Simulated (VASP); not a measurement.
Input for VASP

### POSCAR
```
ZnSiP2
1.0
 -2.7294300000   2.7294300000   5.2768980000
  2.7294300000  -2.7294300000   5.2768980000
  2.7294300000   2.7294300000  -5.2768980000
Zn Si P
2 2 4
Cart
  0.0000000000   0.0000000000   0.0000000000
  0.0000000000   2.7294300000   2.6384490000
  0.0000000000   0.0000000000   5.2768980000
  2.7294300000   0.0000000000   2.6384490000
  1.2609966600   1.3647150000   6.5961225000
  1.3647150000  -1.2609966600   3.9576735000
  1.4684333400   1.3647150000   1.3192245000
  1.3647150000   3.9904266600  -1.3192245000
```

**KPOINTS**
```
Regular mesh
0
Gamma
 4 4 4
0 0 0
```

INCAR:
```
# general
SYSTEM  = ZnSiP2
PREC    = Accurate
ENCUT   = 300
LREAL   = F   # projection in real space or not
LASPH   = T

# electronic loop
EDIFF   = 1E-6
NELM    = 100
ALGO    = Normal   # blocked Davidson
LMAXMIX = 4

# smearing
ISMEAR  = 0   # Gaussian
SIGMA   = 0.02

# functional
GGA     = PE   # PBE

# ions
ISIF    = 2

# output
LWAVE   = F
LCHARG  = F
```

POTCAR, in this order: Zn Si P (PBE.64 set). Program: vasp_std.

Q: Translate this PBE calculation to Quantum ESPRESSO's pw.x.

A: One equivalent input (not run):
```
&CONTROL
  calculation = 'scf'
  pseudo_dir = './pseudo'
  outdir = './out'
  tprnfor = .true.
  tstress = .true.
/
&SYSTEM
  ibrav = 0
  nat = 8
  ntyp = 3
  ecutwfc = 84
  occupations = 'smearing'
  smearing = 'gaussian'
  degauss = 0.00147
  input_dft = 'pbe'
/
&ELECTRONS
  conv_thr = 7.3e-08
  electron_maxstep = 100
/
ATOMIC_SPECIES
  Zn 65.380 Zn.upf
  Si 28.085 Si.upf
  P 30.974 P.upf
CELL_PARAMETERS angstrom
    -2.7294300    2.7294300    5.2768980
     2.7294300   -2.7294300    5.2768980
     2.7294300    2.7294300   -5.2768980
ATOMIC_POSITIONS crystal
  Zn   0.0000000  0.0000000  0.0000000
  Zn   0.7500000  0.2500000  0.5000000
  Si   0.5000000  0.5000000  0.0000000
  Si   0.2500000  0.7500000  0.5000000
  P    0.8750000  0.8560000  0.4810000
  P    0.1440000  0.6250000  0.0190000
  P    0.3750000  0.3940000  0.5190000
  P    0.6060000  0.1250000  0.9810000
K_POINTS automatic
  4 4 4 0 0 0
```
What does not carry over: the potentials are each code's own (VASP's PAW set, PseudoDojo norm-conserving files in pw.x), so ENCUT and ecutwfc are chosen apart and not converted; conv_thr bounds pw.x's estimated SCF error, while EDIFF bounds the energy change between steps.

The structure is a typed ZnSiP2 crystal. The cell was not relaxed at this level. The run is one of a series of settings (KPOINTS 4×4×4 Γ-centred mesh against the base run), some of them coarse on purpose.
